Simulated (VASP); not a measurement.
The input files of a VASP run:

POSCAR:
```
GaP
1
    3.8015851592     0.0000000000     0.0000000000
   -1.9007925796     3.2922692118     0.0000000000
    0.0000000000     0.0000000000     6.2608133726
Ga P
2 2
Direct
  0.6666670000   0.3333330000   0.5000389282
  0.3333330000   0.6666670000   0.0000389282
  0.6666670000   0.3333330000   0.8739610718
  0.3333330000   0.6666670000   0.3739610718
```

INCAR:
```
ALGO=Normal
EDIFF=1E-6
EDIFFG=-0.02
ENCUT=400
IBRION=2
ISIF=3
ISMEAR=0
LASPH=T
LCHARG=F
LMAXMIX=4
LREAL=F
LWAVE=F
NELM=100
NSW=60
PREC=Accurate
SIGMA=0.05
SYSTEM=GaP
```

**KPOINTS**
```
Automatic mesh
0
Gamma
6 6 3
0 0 0
```

POTCAR, in this order: Ga_d P (LDA.64 set). Program: vasp_std.

Problem. Translate this LDA calculation to Quantum ESPRESSO's pw.x.

Solution. One equivalent input (not run):
```
&CONTROL
  calculation = 'vc-relax'
  pseudo_dir = './pseudo'
  outdir = './out'
  tprnfor = .true.
  tstress = .true.
  nstep = 60
  forc_conv_thr = 0.00078
/
&SYSTEM
  ibrav = 0
  nat = 4
  ntyp = 2
  ecutwfc = 80
  occupations = 'smearing'
  smearing = 'gaussian'
  degauss = 0.003675
  input_dft = 'pz'
/
&ELECTRONS
  conv_thr = 7.3e-08
  electron_maxstep = 100
/
&IONS
/
&CELL
/
ATOMIC_SPECIES
  Ga 69.723 Ga.upf
  P 30.974 P.upf
CELL_PARAMETERS angstrom
     3.8015852    0.0000000    0.0000000
    -1.9007926    3.2922692    0.0000000
     0.0000000    0.0000000    6.2608134
ATOMIC_POSITIONS crystal
  Ga   0.6666670  0.3333330  0.5000389
  Ga   0.3333330  0.6666670  0.0000389
  P    0.6666670  0.3333330  0.8739611
  P    0.3333330  0.6666670  0.3739611
K_POINTS automatic
  6 6 3 0 0 0
```
What does not carry over: the potentials are each code's own (VASP's PAW set, PseudoDojo norm-conserving files in pw.x), so ENCUT and ecutwfc are chosen apart and not converted; conv_thr bounds pw.x's estimated SCF error, while EDIFF bounds the energy change between steps; forc_conv_thr acts on force components and is met together with etot_conv_thr.

The structure comes from a computed database's GaP entry (P6_3mc); how it stands against other phases isn't given here. This run relaxes it. Symmetry was kept, so distortions that lower it aren't found. The start is the result of an earlier pass.
